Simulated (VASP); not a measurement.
Method: PBE GGA, VASP's PBE PAW potentials (set 64) (plane waves; VASP 6.6.1).

VASP input:

**POSCAR**
```
LiCl
1
    0.0000000000     2.4738661974     2.4738661974
    2.4738661974     0.0000000000     2.4738661974
    2.4738661974     2.4738661974     0.0000000000
Li Cl
1 1
Direct
  0.0000000000   0.0000000000   0.0000000000
  0.5000000000   0.5000000000   0.5000000000
```

### KPOINTS
```
Automatic mesh
0
Gamma
9 9 9
0 0 0
```

INCAR:
```
# general
SYSTEM   =  LiCl
PREC     =  Accurate
ENCUT    =  620
LREAL    =  F
LASPH    =  T

# electronic loop
EDIFF    =  1E-6
NELM     =  100
ALGO     =  Normal

# smearing
ISMEAR   =  0
SIGMA    =  0.05

# functional
GGA      =  PE

# ions
IBRION   =  2
NSW      =  40
ISIF     =  3
EDIFFG   =  -0.02
PSTRESS  =  50

# output
LWAVE    =  F
LCHARG   =  F
```

POTCAR, in this order: Li_sv Cl (PBE.64 set). Program: vasp_std.

The resulting files:

OUTCAR:
```
 ion  position               nearest neighbor table
   1  0.000  0.000  0.000-   2 2.47   2 2.47   2 2.47   2 2.47   2 2.47   2 2.47
   2  0.500  0.500  0.500-   1 2.47   1 2.47   1 2.47   1 2.47   1 2.47   1 2.47
  LATTYP: Found a face centered cubic cell.
 ALAT       =     4.9477323948
 Subroutine PRICEL returns:
 Original cell was already a primitive cell.
 Subroutine GETGRP returns: Found 48 space group operations
The static configuration has the point symmetry O_h .
The dynamic configuration has the point symmetry O_h .
 Subroutine INISYM returns: Found 48 space group operations
 Subroutine IBZKPT returns following result:
 Found     35 irreducible k-points:

 Following reciprocal coordinates:
            Coordinates               Weight
  0.000000  0.000000  0.000000      1.000000
  0.111111  0.000000  0.000000      8.000000
  0.222222  0.000000  0.000000      8.000000
  0.333333  0.000000  0.000000      8.000000
  0.444444  0.000000  0.000000      8.000000
  0.111111  0.111111  0.000000      6.000000
  0.222222  0.111111  0.000000     24.000000
  0.333333  0.111111  0.000000     24.000000
  0.444444  0.111111  0.000000     24.000000
 -0.444444  0.111111  0.000000     24.000000
 -0.333333  0.111111  0.000000     24.000000
 -0.222222  0.111111  0.000000     24.000000
 -0.111111  0.111111  0.000000     12.000000
  0.222222  0.222222  0.000000      6.000000
  0.333333  0.222222  0.000000     24.000000
  0.444444  0.222222  0.000000     24.000000
 -0.444444  0.222222  0.000000     24.000000
 -0.333333  0.222222  0.000000     24.000000
 -0.222222  0.222222  0.000000     12.000000
  0.333333  0.333333  0.000000      6.000000
  0.444444  0.333333  0.000000     24.000000
 -0.444444  0.333333  0.000000     24.000000
 -0.333333  0.333333  0.000000     12.000000
  0.444444  0.444444  0.000000      6.000000
...
```

File OSZICAR:
```
       N       E                     dE             d eps       ncg     rms          rms(c)
DAV:   1     0.479390219368E+02    0.47939E+02   -0.49311E+03   630   0.118E+03
DAV:   2    -0.541246331821E+01   -0.53351E+02   -0.51262E+02   857   0.175E+02
DAV:   3    -0.734290495969E+01   -0.19304E+01   -0.19277E+01   765   0.399E+01
DAV:   4    -0.738957348181E+01   -0.46669E-01   -0.46576E-01   935   0.583E+00
DAV:   5    -0.739014594428E+01   -0.57246E-03   -0.57242E-03   851   0.641E-01    0.256E+00
DAV:   6    -0.732846570455E+01    0.61680E-01   -0.14569E-01   707   0.227E+00    0.184E+00
DAV:   7    -0.732896774916E+01   -0.50204E-03   -0.54603E-02   905   0.158E+00    0.947E-01
DAV:   8    -0.733239771018E+01   -0.34300E-02   -0.82741E-03   720   0.783E-01    0.140E-01
DAV:   9    -0.733238167092E+01    0.16039E-04   -0.30137E-04   864   0.151E-01    0.351E-02
DAV:  10    -0.733243429684E+01   -0.52626E-04   -0.74326E-05   700   0.828E-02    0.149E-02
DAV:  11    -0.733243652219E+01   -0.22254E-05   -0.41213E-06   934   0.208E-02    0.801E-03
DAV:  12    -0.733243692767E+01   -0.40548E-06   -0.36782E-07   519   0.591E-03
   1 F= -.63874669E+01 E0= -.63874669E+01  d E =-.638747E+01
```

### OUTCAR
```
------------------------ aborting loop because EDIFF is reached ----------------------------------------
  FORCE on cell =-STRESS in cart. coord.  units (eV):
  Direction    XX          YY          ZZ          XY          YZ          ZX
  --------------------------------------------------------------------------------------
  Total        0.9104175      0.9104175      0.9104175      0.0000000     -0.0000000     -0.0000000
  in kB       48.1717668     48.1717668     48.1717668      0.0000000     -0.0000000     -0.0000000
  external PRESSURE =      -1.8282332 kB  Pullay stress =      50.0000000 kB
  volume of cell :       30.28
      direct lattice vectors                 reciprocal lattice vectors
     0.000000000  2.473866197  2.473866197    -0.202112790  0.202112790  0.202112790
     2.473866197  0.000000000  2.473866197     0.202112790 -0.202112790  0.202112790
     2.473866197  2.473866197  0.000000000     0.202112790  0.202112790 -0.202112790
  FREE ENERGIE OF THE ION-ELECTRON SYSTEM (eV)
  ---------------------------------------------------
  free  energy   TOTEN  =        -7.3324369277 eV

  energy  without entropy=       -7.3324369277  energy(sigma->0) =       -7.33243693
  enthalpy is  TOTEN    =        -6.3874668931 eV   P V=        0.9449700346

 reached required accuracy - stopping structural energy minimisation
```
(Selected blocks of OUTCAR.)

OUTCAR:
```
 val. band max:        1.4489475139   @ k =   0.0000   0.0000   0.0000

 cond. band min:       8.3644628600   @ k =   0.4444   0.0000   0.0000


 Fermi energy:         1.7045332999

 k-point     1 :       0.0000    0.0000    0.0000
  band No.  band energies     occupation
      1     -41.9115      2.00000
      2     -12.3634      2.00000
      3       1.4489      2.00000
      4       1.4489      2.00000
      5       1.4489      2.00000
      6       8.4638      0.00000
      7      13.4596      0.00000
      8      13.4596      0.00000
      9      13.4596      0.00000

 k-point     2 :       0.1111    0.0000    0.0000
  band No.  band energies     occupation
      1     -41.9108      2.00000
      2     -12.2884      2.00000
      3       0.9575      2.00000
      4       1.4089      2.00000
      5       1.4089      2.00000
      6       8.8453      0.00000
      7      12.8269      0.00000
      8      13.4825      0.00000
      9      13.4825      0.00000

 k-point     3 :       0.2222    0.0000    0.0000
  band No.  band energies     occupation
      1     -41.9094      2.00000
      2     -12.0882      2.00000
      3      -0.1018      2.00000
      4       1.3129      2.00000
      5       1.3129      2.00000
      6       9.1384      0.00000
      7      12.5464      0.00000
      8      12.5464      0.00000
      9      12.7224      0.00000

 k-point     4 :       0.3333    0.0000    0.0000
  band No.  band energies     occupation
      1     -41.9078      2.00000
      2     -11.8391      2.00000
      3      -1.1307      2.00000
      4       1.2119      2.00000
      5       1.2119      2.00000
      6       8.7285      0.00000
      7      11.5648      0.00000
      8      11.5648      0.00000
      9      13.9897      0.00000

 k-point     5 :       0.4444    0.0000    0.0000
  band No.  band energies     occupation
      1     -41.9068      2.00000
      2     -11.6617      2.00000
      3      -1.7474      2.00000
...
```

The compound is LiCl in the rock salt structure. It was relaxed first under an external pressure of 5 GPa.
